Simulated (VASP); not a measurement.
VASP ran on this input.

### INCAR
```
! general
SYSTEM =SnO
PREC   =Accurate
ENCUT  =280   ! plane-wave cut-off (eV)
LREAL  =F   ! projection in real space or not
LASPH  =T

! electronic loop
EDIFF  =1E-04
NELM   =100   ! most electronic steps
ALGO   =Normal
LMAXMIX=4

! smearing
ISMEAR =0   ! Gaussian
SIGMA  =0.2   ! width (eV)

! functional
GGA    =PS   ! PBEsol

! ions
ISIF   =2

! output
LWAVE  =F
LCHARG =F
```

**KPOINTS**
```
K-points
0
Gamma
4 4 1
0 0 0
```

### POSCAR
```
SnO
42.06520
  0.1003672870   0.0000000000   0.0000000000
  0.0000000000   0.1348882211   0.0000000000
  0.0000000000   0.0000000000   0.5000000000
Sn O
4 4
Cartesian
  0.0510438915   0.0300583563   0.2287960000
 -0.0000829034   0.1048235251   0.1930340000
  0.0515237475   0.0281592650   0.3070675000
  0.0020482956   0.1031065329   0.2682930000
  0.0722950586   0.1200571263   0.2339135000
  0.0248120981   0.0173141172   0.1898575000
  0.0740265951   0.1213619001   0.3070045000
  0.0254349775   0.0146721965   0.2720340000
```

POTCAR, in this order: Sn_d O (PBE.64 set). Program: vasp_std.

Q: Write an equivalent input for Quantum ESPRESSO's pw.x.

A: One equivalent input (not run):
```
&CONTROL
  calculation = 'scf'
  pseudo_dir = './pseudo'
  outdir = './out'
  tprnfor = .true.
  tstress = .true.
/
&SYSTEM
  ibrav = 0
  nat = 8
  ntyp = 2
  ecutwfc = 84
  occupations = 'smearing'
  smearing = 'gaussian'
  degauss = 0.0147
  input_dft = 'pbesol'
/
&ELECTRONS
  conv_thr = 7.3e-06
  electron_maxstep = 100
/
ATOMIC_SPECIES
  Sn 118.710 Sn.upf
  O 15.999 O.upf
CELL_PARAMETERS angstrom
     4.2219700    0.0000000    0.0000000
     0.0000000    5.6741000    0.0000000
     0.0000000    0.0000000   21.0326000
ATOMIC_POSITIONS crystal
  Sn   0.5085710  0.2228390  0.4575920
  Sn  -0.0008260  0.7771140  0.3860680
  Sn   0.5133520  0.2087600  0.6141350
  Sn   0.0204080  0.7643850  0.5365860
  O    0.7203050  0.8900490  0.4678270
  O    0.2472130  0.1283590  0.3797150
  O    0.7375570  0.8997220  0.6140090
  O    0.2534190  0.1087730  0.5440680
K_POINTS automatic
  4 4 1 0 0 0
```
What does not carry over: the potentials are each code's own (VASP's PAW set, PseudoDojo norm-conserving files in pw.x), so ENCUT and ecutwfc are chosen apart and not converted; conv_thr bounds pw.x's estimated SCF error, while EDIFF bounds the energy change between steps.

The cell is a sheet with vacuum, built from a database entry that may be metastable or hypothetical.
